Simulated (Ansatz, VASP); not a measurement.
# LiF (Griceite): VASP beside Ansatz

Aim: how closely do two programs agree when they are given the same cell, functional and k mesh? The cell is taken from a series of runs on this material, whose earlier steps may have relaxed, scaled, displaced or heated it; both programs get it as it stands.

Main program and level: Ansatz 0.2.0; plane waves, with VASP 6.6.1 beside it; zone-centre phonons at LDA.

**1. The starting structure**

The structure is cubic, space group Fm-3m (No. 225). Conventional cell: a = 3.973 Å, b = 3.973 Å, c = 3.973 Å, α = 90.00°, β = 90.00°, γ = 90.00°. Nearest to Li lie 6 F at 1.99 Å. F has 6 Li at 1.99 Å nearest. Farther neighbours and most contacts between anions are not listed.

**2. Ansatz: zone-centre phonons, LDA**

Ansatz runs on its default PAW (the set named soft_2) files.

Second derivatives magnify differences that forces hide, and they need a tight electronic threshold.

The input, input.yaml:

```yaml
crystal:
  lattice:
    - [0.0, 1.9865003514, 1.9865003514]
    - [1.9865003514, 0.0, 1.9865003514]
    - [1.9865003514, 1.9865003514, 0.0]
  atoms:
    - { symbol: Li, position: [0.0, 0.0, 0.0] }
    - { symbol: F, position: [0.5, 0.5, 0.5] }
kpoints:
  mp_grid: { grid: [12, 12, 12] }
hamiltonian:
  xc: lda
scf:
  occupations: { method: fixed }
  lower_state_search: "off"
output:
  eigenvalues: true
phonons:
  method: dfpt
  dielectric: true
  rigid_motions: translations
  qmesh: [4, 4, 4]
  temperatures: { t_max: 1000, t_step: 50 }
  qpath:
    path:
      - [[0.0, 0.0, 0.0], [0.5, 0.0, 0.5], [0.625, 0.25, 0.625]]
      - [[0.375, 0.375, 0.75], [0.0, 0.0, 0.0], [0.5, 0.5, 0.5], [0.5, 0.25, 0.75], [0.5, 0.0, 0.5]]
    npoints: 10
```

Launch:

```
> ansatz run input.yaml --threads 4 --pin off --max-ram 16384MiB --backend cpu --events-out ev --progress --plain --runs-dir out
```

Numbers of over 12 decimals in the logs are rounded to 6 here.

Log:

```text
Engine: ansatz 0.2.0, aarch64-unknown-linux-gnu
Pseudopotentials: kind: paw
Pseudopotential: Li, paw, valence charge 3, recommended cutoff 420 eV (normal), Li.paw.azcp
Pseudopotential: F, paw, valence charge 7, recommended cutoff 420 eV (normal), F.paw.azcp
Functional definition: SPW92
  exchange = slater_x
  correlation = pw_c
Crystal: 2 atoms, lattice volume = 15.678 Å³
Basis set: ecut = 420 eV, 331 PW (Γ), exchange–correlation on 40×40×40 points (8 copies of the dense FFT grid, shifted against one another)
Bands: 9, of which v1, the nominal top of the filled ones, is band 5 counted from 1 (4 counted from 0)
Symmetry: 48 space group operations
k-points: 163 of 1728 (irreducible under 8 space group operations, time reversal used)
Non-local potential: Li, projectors of the file, l = 0: 3, l = 1: 2, l = 2: 1
Non-local potential: F, projectors of the file, l = 0: 2, l = 1: 2, l = 2: 1
PAW form: soft (Blöchl's): semilocal exchange-correlation on the pseudo side does not see the compensation charge
PAW frozen core: F, regenerated for the run's functional, and the local potential with it (the file was generated under x = pbe(κ = 0.804, μ = 0.219515), c = pbe(β = 0.066725))
PAW one-centre angular grid: Li, 110 points (default); XC on 64 Gauss nodes
PAW one-centre angular grid: F, 110 points (default); XC on 64 Gauss nodes
Initial density: superposition of atomic densities (neutral atoms: chi_scale 0, normalization atom), corrected by the library's trained network
Initial wavefunctions: pseudopotential atomic-orbital guess
Functional: x = slater, c = lda
SCF iter   1: F=—  HF=-998.708868 eV  |F-HF|=—  |Δ(HF+E_count)|=         —  Δρ=2.19e-2  dr2=5.07e-2  ethr=1.77e-3  ⟨swp⟩=3.9  Hψ=7967  notcnv=0  defer=290
preconditioner: auto → none  [insulator: Δε(μ)=8.994 eV  Ē_g=22.447 eV  n_scr=0 (ndim 8)  ℏωp=26.5 eV  f_vac=0.000  ε∞_Penn≈2.4]
SCF iter   2: F=—  HF=-998.690731 eV  |F-HF|=—  |Δ(HF+E_count)|=   1.81e-2  Δρ=9.91e-3  dr2=6.04e-3  ethr=5.07e-4  ⟨swp⟩=3.0  Hψ=3752  notcnv=0  defer=318
SCF iter   3: F=—  HF=-998.688004 eV  |F-HF|=—  |Δ(HF+E_count)|=   2.73e-3  Δρ=2.08e-3  dr2=3.49e-4  ethr=6.04e-5  ⟨swp⟩=2.6  Hψ=2382  notcnv=0  defer=320
SCF iter   4: F=—  HF=-998.687637 eV  |F-HF|=—  |Δ(HF+E_count)|=   3.67e-4  Δρ=3.59e-4  dr2=7.63e-6  ethr=3.49e-6  ⟨swp⟩=2.0  Hψ=2407  notcnv=0  defer=317
SCF iter   5: F=—  HF=-998.687630 eV  |F-HF|=—  |Δ(HF+E_count)|=   6.49e-6  Δρ=4.12e-5  dr2=2.09e-7  ethr=7.63e-8  ⟨swp⟩=2.0  Hψ=1630  notcnv=0  defer=6
SCF iter   6: F=—  HF=-998.687630 eV  |F-HF|=—  |Δ(HF+E_count)|=   4.19e-7  Δρ=1.50e-6  dr2=2.30e-10  ethr=2.09e-9  ⟨swp⟩=2.1  Hψ=2282  notcnv=0
SCF iter   7: F=-998.687630 eV  HF=-998.687630 eV  |F-HF|=1.59e-12  |Δ(HF+E_count)|=  9.06e-11  Δρ=1.57e-7  dr2=1.66e-12  ethr=1.00e-12  ⟨swp⟩=5.7  Hψ=6167  notcnv=0
SCF 1 converged in 7 iterations: F = -998.687630 eV  dr2 = 1.66e-12
  greatest PAW one-centre occupation: 1.000 electrons in one spin orbital (limit 2), on the Li atom at site 0 (counted from 0), in its partial waves of l = 0
NSCF: frozen V_eff on 1 k-points
DFPT response loops at Γ: preconditioner auto → none (the input reference at scf.mixing.eps_inf says where Resta's filter doesn't serve); β = 0.50; Broyden in place of MSR1
NSCF: frozen V_eff on 72 k-points
NSCF: frozen V_eff on 1872 k-points
DFPT response loops at q = (0, 0, 0.25) (fractional): mixed as the last ones told, above
NSCF: frozen V_eff on 952 k-points
DFPT response loops at q = (0, 0, -0.5) (fractional): mixed as the last ones told, above
NSCF: frozen V_eff on 1020 k-points
DFPT response loops at q = (0, 0.25, 0.25) (fractional): mixed as the last ones told, above
NSCF: frozen V_eff on 3456 k-points
DFPT response loops at q = (0, 0.25, -0.5) (fractional): mixed as the last ones told, above
NSCF: frozen V_eff on 1872 k-points
DFPT response loops at q = (0, 0.25, -0.25) (fractional): mixed as the last ones told, above
NSCF: frozen V_eff on 560 k-points
DFPT response loops at q = (0, -0.5, -0.5) (fractional): mixed as the last ones told, above
NSCF: frozen V_eff on 1020 k-points
DFPT response loops at q = (0.25, -0.5, -0.25) (fractional): mixed as the last ones told, above
SCF converged after 7 iterations
Free energy (F): -998.687630 eV
Harris-Foulkes:  -998.687630 eV  (|F-HF|=1.59e-12)
Internal energy: -998.687630 eV  (E = F + TS)
E sigma→0 (E₀):  -998.687630 eV
Fermi energy:    0.922658 eV
--- Per-component energies (eV) ---
  E_band       = -115.843138
  E_kinetic    = 229.094644
  E_local      = -627.163500  (includes V_loc(G=0)·N_el)
  E_nonlocal   = 42.956554
  E_hartree    = 217.196696
  E_xc         = -89.749360
  E_vxc        = -116.304395  (∫ρ·V_xc dr)
  E_paw        = -206.295859  (= ΣΔE_a)
  E_vpaw       = -78.821991  (= ΣTr[D̂ρ^β])
  E_aug_tail   = 0.002122  (compensation charges beyond the density's cutoff)
  E_ewald      = -564.842179
  E_core_change = 0.113252  (= ΣΔE_core)
  E_smearing   = -0.000000  (= −TS)
  E_closure    = 0.000000  (closes the sum)
  Σ components = -998.687630   (vs F -998.687630, Δ=0.00e0)
--- Band table (eV; the first three rows and the last of 163) ---
  k-point 0: bands = ["-38.6982", "-18.7733", "0.9214", "0.9214", "0.9214", "10.1445", "24.9054", "24.9054", "24.9054"]
  k-point 1: bands = ["-38.6927", "-18.7439", "0.7052", "0.9045", "0.9045", "10.3464", "22.6484", "23.8716", "23.8716"]
  k-point 2: bands = ["-38.6777", "-18.6623", "0.1501", "0.8579", "0.8579", "10.8282", "20.3945", "22.5765", "22.5765"]
  k-point 162: bands = ["-38.5938", "-18.0165", "-1.3586", "-1.3586", "0.0723", "15.9043", "15.9043", "18.3282", "20.3998"]
--- Phonons (Γ-DFPT): 2 representative perturbations + reference, on 163 of 1728 k-points (Σ response iterations 7) ---
  k mesh reduced under 8 symmetry operations, with k and −k counted as one. Each operation leaves every solved perturbation unchanged. A smaller set is not considered because the run solves the response to a homogeneous field
  ASR residual: 6.162e-5 → 0.000e0 eV/Å²; symmetrization residual: 3.241e-7 eV/Å²
  ASR residual per site (eV/Å²): 9.15e-6 6.16e-5
  Γ frequencies (cm⁻¹): 0.00 0.00 0.00 295.93 295.93 295.93
  ε∞ (high-frequency dielectric tensor):
        2.103644    -0.000000    -0.000000
       -0.000000     2.103644    -0.000000
        0.000000     0.000000     2.103644
  ε⁰ (static dielectric tensor: ions relaxed, cell fixed):
        9.816282    -0.000000    -0.000000
        0.000000     9.816282    -0.000000
        0.000000     0.000000     9.816282
  ε⁰ − ε∞ (ionic part):
        7.712639     0.000000     0.000000
        0.000000     7.712639     0.000000
        0.000000     0.000000     7.712639
  softest optical mode at Γ: 295.93 cm⁻¹; the repairs (sum rule, projections) moved no ω² at Γ by more than (0.98 cm⁻¹)²
  Born effective charges Z* (e; rows j = field, columns β = displacement):
    site 0:
         1.04590    0.00000    0.00000
        -0.00000    1.04590    0.00000
         0.00000   -0.00000    1.04590
    site 1:
        -1.04590   -0.00000    0.00000
         0.00000   -1.04590   -0.00000
         0.00000    0.00000   -1.04590
  Z* charge neutrality: 1.819e-7 e pre-enforcement
  k-mesh period / interband length: 33.7 Å / 0.79 Å = 42.78 at k = (0.0000, 0.0000, -0.5000), direct gap 10.858 eV — 14 or more, which is no proof of convergence
  optical modes at Γ without the LO–TO term, one row a degenerate level:
      ω (cm⁻¹)  modes    IR ((D/Å)²/amu)
        295.93      3            14.8946
  optical modes at Γ + LO–TO along q̂ = [1.0000, 0.0000, 0.0000]:
      ω (cm⁻¹)  modes    IR ((D/Å)²/amu)
        295.93      2             9.9298
        639.25      1             4.9649
  optical modes at Γ + LO–TO along q̂ = [0.0000, 1.0000, 0.0000]:
      ω (cm⁻¹)  modes    IR ((D/Å)²/amu)
        295.93      2             9.9298
        639.25      1             4.9649
  optical modes at Γ + LO–TO along q̂ = [0.0000, 0.0000, 1.0000]:
      ω (cm⁻¹)  modes    IR ((D/Å)²/amu)
        295.93      2             9.9298
        639.25      1             4.9649
--- Phonons (arbitrary-q DFPT): 8 irreducible q on the 4×4×4 mesh ---
  q = [0.0000, 0.0000, 0.0000] (star 1, of the zone-centre solve; hermiticity 3.96e-7, symmetrization 9.49e-14): -0.00 0.00 0.00 295.93 295.93 295.93
  q = [0.0000, 0.0000, 0.2500] (star 8, 2 solved perturbations on 936 of 1728 k-point pairs; hermiticity 7.46e-8, symmetrization 2.49e-13): 139.67 139.67 253.78 293.15 293.15 623.29
  q = [0.0000, 0.0000, -0.5000] (star 4, 2 solved perturbations on 476 of 1728 k-point pairs; hermiticity 1.35e-9, symmetrization 6.77e-10): 207.81 207.81 282.30 282.30 375.35 598.34
  q = [0.0000, 0.2500, 0.2500] (star 6, 4 solved perturbations in 1608 linear systems a pass and spin channel, the states on 510 of 1728 k-point pairs; hermiticity 1.03e-7, symmetrization 9.65e-14): 178.25 178.25 248.13 314.16 314.16 555.29
  q = [0.0000, 0.2500, -0.5000] (star 24, 4 solved perturbations in 5328 linear systems a pass and spin channel, the states on 1728 of 1728 k-point pairs; hermiticity 1.37e-7, symmetrization 1.32e-8): 226.80 264.39 309.44 331.86 350.13 503.12
  q = [0.0000, 0.2500, -0.2500] (star 12, 4 solved perturbations in 2892 linear systems a pass and spin channel, the states on 936 of 1728 k-point pairs; hermiticity 6.86e-8, symmetrization 9.40e-14): 200.19 265.17 287.38 312.56 349.57 541.19
  q = [0.0000, -0.5000, -0.5000] (star 3, 4 solved perturbations in 886 linear systems a pass and spin channel, the states on 280 of 1728 k-point pairs; hermiticity 1.50e-7, symmetrization 2.40e-9): 244.31 244.31 333.59 333.59 340.50 460.06
  q = [0.2500, -0.5000, -0.2500] (star 6, 4 solved perturbations in 1544 linear systems a pass and spin channel, the states on 510 of 1728 k-point pairs; hermiticity 1.40e-7, symmetrization 3.08e-9): 266.97 309.07 309.07 366.41 394.88 394.88
  sum rule: each row above includes the acoustic sum rule's correction from the zone centre's row sums; it moved no ω² by more than (0.94 cm⁻¹)²
  mesh force constants: q→R imaginary residual 1.35e-18; ASR residual 6.162e-5 → 0.000e0 eV/Å²; symmetrization residual 4.441e-15 eV/Å²
  interpolated dispersion: 63 rows × 6 modes
  density of states and harmonic sums: on the 28×28×28 q-mesh, interpolated from the force constants of a 4×4×4 supercell (with the dipole–dipole term)
  largest difference from the sums on the solved wave vectors: F 8.39e-3 eV, S 1.25e-5 and C_V 3.96e-6 eV/K
  zero-point energy: 0.119286 eV/cell   skipped modes (ω ≤ 0): 3   left out of the sums: 2.28e-5 of the cell's modes: C_V's classical limit lies that fraction below 3 k_B per atom; for a crystal, a wire or a layer, F and S can be off by more, and a phonons.interpolated_qmesh denser along its periods is the remedy for the sampling
```

(Continued in part 2 of 2.)

[Lines on the potential files, build, host, timing and source positions are cut from VASP's logs without a mark.]

[Logs are printed without paths, hosts, clocks, repeated set-up lines and the standing remarks that a program may print on its own settings, such as how far it seeks lower states.]

[Hosts, paths, dates, database ids (printed as entryN), source tags and the programs' standing remarks are cut or masked in the printed files.]
